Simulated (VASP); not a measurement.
**Nb (relaxed from the fcc structure, space group Fm-3m): computed properties**

The numbers are results of PBEsol GGA, VASP's PBE PAW potentials (set 64) (plane waves; VASP), not measurements.

| Quantity | Value |
|---|---|
| space group | Fm-3m (225) |
| cell | a = b = c = 4.160 Å, α = β = γ = 90.00° |
| volume per atom | 18.00 Å³/atom |
| band gap (over mesh and band path) | none (metal, semimetal or under 0.01 eV) |
| density | 8.57 g/cm³ |

Nb is taken in the cubic space group Fm-3m (No. 225), the fcc (Cu type) structure, Pearson symbol cF4. Cell: a = b = c = 4.160 Å, α = β = γ = 90.00°. Nb on 4a is surrounded by 12 Nb at 2.941 Å (cuboctahedral). (Neighbours: up to the widest gap in distance over summed covalent radii, below 1.35, at either atom.)
(The calculation used a cell of 1 atom; values per cell refer to that cell.)

The structure was generated: Nb was put into the fcc type (Fm-3m), which need not be its known phase. It was relaxed first. Symmetry was kept, so distortions that lower it aren't found.
